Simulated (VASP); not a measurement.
An input for Ansatz (written as the equivalent of a VASP run, and not itself run):

Ansatz 0.2 input:
```yaml
crystal:
  lattice:
    - [5.1679137, 0.0000000, 0.0000000]
    - [0.0000000, 5.1679137, 0.0000000]
    - [0.0000000, 0.0000000, 5.1679137]
  atoms:
    - { symbol: Nb, position: [0.2500000, 0.0000000, 0.5000000] }
    - { symbol: Nb, position: [0.5000000, 0.2500000, 0.0000000] }
    - { symbol: Nb, position: [0.5000000, 0.7500000, 0.0000000] }
    - { symbol: Nb, position: [0.7500000, 0.0000000, 0.5000000] }
    - { symbol: Nb, position: [0.0000000, 0.5000000, 0.7500000] }
    - { symbol: Nb, position: [0.0000000, 0.5000000, 0.2500000] }
    - { symbol: Sn, position: [0.5000000, 0.5000000, 0.5000000] }
    - { symbol: Sn, position: [0.0000000, 0.0000000, 0.0000000] }
kpoints:
  mp_grid: { grid: [6, 6, 6] }
hamiltonian:
  xc: pbesol
  pseudopotentials: { kind: paw }
scf:
  occupations: { method: methfessel_paxton, width: 0.1 }
  max_iter: 100
relax:
  max_steps: 40
  f_tol: 0.02
  cell: { p_target: 10 }
output: { forces: true, stress: true, eigenvalues: true }
```

Task: Write the VASP files for the same calculation (PBEsol).

Result: Several could match; the one computed here: 
KPOINTS:
```
Automatic mesh
0
Gamma
6 6 6
0 0 0
```

POSCAR:
```
Nb3Sn
1
    5.1679136543     0.0000000000    -0.0000000000
   -0.0000000000     5.1679136543    -0.0000000000
    0.0000000000    -0.0000000000     5.1679136543
Nb Sn
6 2
Direct
  0.2500000000   0.0000000000   0.5000000000
  0.5000000000   0.2500000000   0.0000000000
  0.5000000000   0.7500000000   0.0000000000
  0.7500000000   0.0000000000   0.5000000000
  0.0000000000   0.5000000000   0.7500000000
  0.0000000000   0.5000000000   0.2500000000
  0.5000000000   0.5000000000   0.5000000000
  0.0000000000   0.0000000000   0.0000000000
```

**INCAR**
```
ALGO = Normal
EDIFF = 1E-6
EDIFFG = -0.02
ENCUT = 500
GGA = PS
IBRION = 2
ISIF = 3
ISMEAR = 1
LASPH = .TRUE.
LCHARG = .FALSE.
LMAXMIX = 4
LREAL = .FALSE.
LWAVE = .FALSE.
NELM = 100
NSW = 40
PREC = Accurate
PSTRESS = 100
SIGMA = 0.1
SYSTEM = Nb3Sn
```

POTCAR, in this order: Nb_sv Sn_d (PBE.64 set). Program: vasp_std.

What does not carry over: each code has its own PAW files, so the cut-off isn't converted (ENCUT is set for VASP's; basis.ecutwfc is left out, and Ansatz then takes the one that its files recommend); Ansatz stops its SCF on the density residual and VASP on the energy change (EDIFF).

The compound is Nb3Sn in the A15 structure. It was relaxed first under an external pressure of 10 GPa.
